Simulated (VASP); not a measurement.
Wanted: the native input for a VASP 6.6.1 run.

- Task: relaxation of cell and atoms
- Functional: PBEsol
- Potentials or basis: VASP PAW PBE potentials, release 64 (Sn_d, Te)
- Cutoff: 520 eV
- k mesh: 8 × 8 × 8
- Occupations: gaussian, width 0.02 eV
- Spin: no spin polarisation
- Further INCAR settings: ALGO = Fast; EDIFF = 1e-07; IBRION = 2; EDIFFG = -0.002; NSW = 80; ISIF = 3

The structure of SnTe lies in POSCAR:

```
SnTe
1.0
    0.0000000000      3.1508500000      3.1508500000
    3.1508500000      0.0000000000      3.1508500000
    3.1508500000      3.1508500000      0.0000000000
Sn Te
1 1
Direct
    0.0000000000      0.0000000000      0.0000000000
    0.5000000000      0.5000000000      0.5000000000
```

These files were run (other wordings do the same):

INCAR

```
SYSTEM = SnTe
  PREC = Accurate
  ENCUT = 520
  EDIFF = 1E-7
  ISMEAR = 0
  SIGMA = 0.02
  LREAL = .False.
  LASPH = .True.
  NELM = 100
  ALGO = Fast
  ISIF = 3
  LWAVE = .False.
  LCHARG = .False.
  GGA = PS
  IBRION = 2
  NSW = 80
  EDIFFG = -0.002
  KPAR = 4
```

KPOINTS

```
Automatic mesh
0
Gamma
  8 8 8
  0 0 0
```

Potentials or basis: VASP PAW PBE potentials, release 64 (Sn_d, Te).

Command:

```console
$ cat potpaw_PBE.64/Sn_d/POTCAR potpaw_PBE.64/Te/POTCAR > POTCAR
$ mpirun -np 4 vasp_std > vasp.out
```

Results of the run:

```
Relaxed volume                         : 31.09 Å³/atom
Relaxed cell                           : a = 4.447 Å, b = 4.447 Å, c = 4.447 Å, α = 60.00°, β = 60.00°, γ = 60.00°
Space group after relaxing (to 0.05 Å) : Fm-3m (No. 225)
Energy gained by relaxing              : 0.2 meV/atom
Ionic steps                            : 3
Pressure after relaxing                : 0.0 GPa
Band gap on the k mesh                 : 0.16 eV, direct
```

Caveat: the PAW data sets were made with another functional, which shifts forces and pressure a little; spin-orbit coupling is left out, which moves the levels of the heavy elements.

Wall time 33 s on 4 MPI ranks on Intel(R) Xeon(R) Platinum 8259CL CPU @ 2.50GHz (Skylake/Cascade Lake), with other jobs on the host, peak memory 0.22 GiB a rank.
